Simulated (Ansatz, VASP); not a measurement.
ZrSb3 in VASP and in Ansatz

```xyz
4
Lattice="4.6661 0.0000 0.0000 0.0000 4.6661 0.0000 0.0000 0.0000 4.6661" Properties=species:S:1:pos:R:3 pbc="T T T"
Zr    0.0000    0.0000    0.0000
Sb    0.0000    2.3331    2.3331
Sb    2.3331    0.0000    2.3331
Sb    2.3331    2.3331    0.0000
```

Alike in both runs: functional PBE; k mesh 10 × 10 × 10; occupations gaussian, width 0.1 eV; no spin polarisation.

Ansatz relaxed the structure, and its values are those at the end. VASP's run is a single point on that final structure, the one shown.

|  | VASP | Ansatz |
| --- | --- | --- |
| version | VASP 6.6.1 | Ansatz 0.2.0 |
| potentials or method | VASP PAW PBE potentials, release 64 (Zr_sv, Sb) | scalar-relativistic, plane waves, PAW |
| plane-wave cutoff (eV) | 520 | 420 |
| valence electrons in the cell | 27 | 57 |

```tsv
	VASP	Ansatz	Ansatz less VASP
gap on the k mesh at the Fermi level (eV)	none	none	-
pressure (GPa)	0.0	0.0	+0.02
```

A gap of «none» marks a metal or a gap that the smearing closes. The functional is the same, so the differences come from potentials, cutoffs and numerics. The two sets of potentials don't hold the same shells in valence.

Spin-orbit coupling is left out, which matters for the levels of Sb.
